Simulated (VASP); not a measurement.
OSZICAR of a VASP run on CdTe (zinc blende):

### OSZICAR
```
       N       E                     dE             d eps       ncg     rms          rms(c)
DAV:   1     0.102298220038E+03    0.10230E+03   -0.82612E+03   520   0.119E+03
DAV:   2    -0.111056757471E+01   -0.10341E+03   -0.99402E+02   595   0.279E+02
DAV:   3    -0.500300618054E+01   -0.38924E+01   -0.38852E+01   610   0.567E+01
DAV:   4    -0.504209189244E+01   -0.39086E-01   -0.39083E-01   730   0.492E+00
DAV:   5    -0.504220462166E+01   -0.11273E-03   -0.11273E-03   610   0.260E-01    0.526E+00
DAV:   6    -0.482219338445E+01    0.22001E+00   -0.46462E-01   565   0.868E+00    0.432E+00
DAV:   7    -0.480730883649E+01    0.14885E-01   -0.11694E-01   590   0.249E+00    0.169E+00
DAV:   8    -0.480813007231E+01   -0.82124E-03   -0.10053E-02   545   0.138E+00    0.485E-01
DAV:   9    -0.480847743569E+01   -0.34736E-03   -0.98816E-04   605   0.359E-01    0.106E-01
DAV:  10    -0.480854557805E+01   -0.68142E-04   -0.12389E-04   575   0.116E-01    0.522E-02
DAV:  11    -0.480859087962E+01   -0.45302E-04   -0.87607E-05   543   0.651E-02    0.349E-02
DAV:  12    -0.480858971850E+01    0.11611E-05   -0.34253E-06   639   0.165E-02    0.200E-02
DAV:  13    -0.480858955901E+01    0.15949E-06   -0.61503E-07   570   0.426E-03    0.125E-02
DAV:  14    -0.480858957219E+01   -0.13184E-07   -0.10453E-06   530   0.698E-03    0.560E-03
DAV:  15    -0.480858960994E+01   -0.37753E-07   -0.59538E-08   435   0.241E-03
   1 F= -.54537052E+01 E0= -.54537052E+01  d E =-.133847E-10
```

Which electronic solver shows in the log?

It is blocked Davidson (ALGO = Normal, or the opening steps of other solvers). The INCAR had ALGO = Normal.

Can the final energy be trusted as converged?

The calculation finished and met its thresholds. It stopped with EDIFF = 1E-7, NELM = 100 (PBE GGA with D3 dispersion (Becke-Johnson damping), plane waves, VASP's PBE PAW potentials (set 64)).

The compound is CdTe in the zinc blende structure. This cell is one point of a volume scan, at 1.03 of the reference volume.
